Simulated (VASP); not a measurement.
VASP input:

KPOINTS:
```
K-points
0
gamma
 6 6 3
```

INCAR:
```
# general
SYSTEM =SnS2
PREC   =Accurate
ENCUT  =480
LREAL  =.FALSE.
LASPH  =.TRUE.

# electronic loop
EDIFF  =1E-6
NELM   =100
ALGO   =Normal
LMAXMIX=4

# smearing
ISMEAR =0
SIGMA  =0.05

# functional
GGA    =PE

# ions
IBRION =2
NSW    =60
ISIF   =3
EDIFFG =-0.02

# output
LWAVE  =.FALSE.
LCHARG =.FALSE.
```

POSCAR:
```
SnS2
1.0
  3.7098486897   0.0000000000   0.0000000000
 -1.8549243449   3.2128234139   0.0000000000
  0.0000000000   0.0000000000   6.3149757993
Sn S
1 2
Cartesian
  3.7098486897   0.0000000000   0.0000000000
 -0.0000018550   2.1418833469   1.4739687889
  1.8549261998   1.0709400670   4.8410070104
```

POTCAR, in this order: Sn S (PBE.64 set). Program: vasp_std.

**Question.** Translate this PBE calculation to Quantum ESPRESSO's pw.x.

**Answer.** One equivalent input (not run):
```
&CONTROL
  calculation = 'vc-relax'
  pseudo_dir = './pseudo'
  outdir = './out'
  tprnfor = .true.
  tstress = .true.
  nstep = 60
  forc_conv_thr = 0.00078
/
&SYSTEM
  ibrav = 0
  nat = 3
  ntyp = 2
  ecutwfc = 72
  occupations = 'smearing'
  smearing = 'gaussian'
  degauss = 0.003675
  input_dft = 'pbe'
/
&ELECTRONS
  conv_thr = 7.3e-08
  electron_maxstep = 100
/
&IONS
/
&CELL
/
ATOMIC_SPECIES
  Sn 118.710 Sn.upf
  S 32.060 S.upf
CELL_PARAMETERS angstrom
     3.7098487    0.0000000    0.0000000
    -1.8549243    3.2128234   -0.0000000
     0.0000000   -0.0000000    6.3149758
ATOMIC_POSITIONS crystal
  Sn   1.0000000  0.0000000  0.0000000
  S    0.3333330  0.6666670  0.2334085
  S    0.6666670  0.3333330  0.7665915
K_POINTS automatic
  6 6 3 0 0 0
```
What does not carry over: the potentials are each code's own (VASP's PAW set, PseudoDojo norm-conserving files in pw.x), so ENCUT and ecutwfc are chosen apart and not converted; conv_thr bounds pw.x's estimated SCF error, while EDIFF bounds the energy change between steps; forc_conv_thr acts on force components and is met together with etot_conv_thr.

The structure comes from a computed database's SnS2 entry (P-3m1); how it stands against other phases isn't given here. This run relaxes it. Symmetry was kept, so distortions that lower it aren't found. The start is the result of an earlier pass.
